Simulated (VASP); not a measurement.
```
Yb
1.0
    0.00000     2.66280     2.66280
    2.66280     0.00000     2.66280
    2.66280     2.66280     0.00000
Yb
1
Cartesian
  0.00000   0.00000   0.00000
```

These are AM05 GGA, VASP's PBE PAW potentials (set 64) (plane waves; VASP) values and carry that method's errors. Run with 520 eV cut-off, 8×8×8 Γ-centred mesh, Gaussian smearing of 0.050 eV, potentials Yb_2.

The 4f electrons are frozen in the core of the lanthanide potential, so 4f levels, which can set the real gap, and their magnetism are missing.

**Question.** Predict the energy per atom (σ→0).

**Answer.** 
| Quantity | Value |
|---|---|
| energy per atom (σ→0) | -150.5 kJ/mol of atoms |

The compound is Yb in the fcc structure. It was relaxed first, which changed the volume by -8 %. The start is the result of an earlier pass.
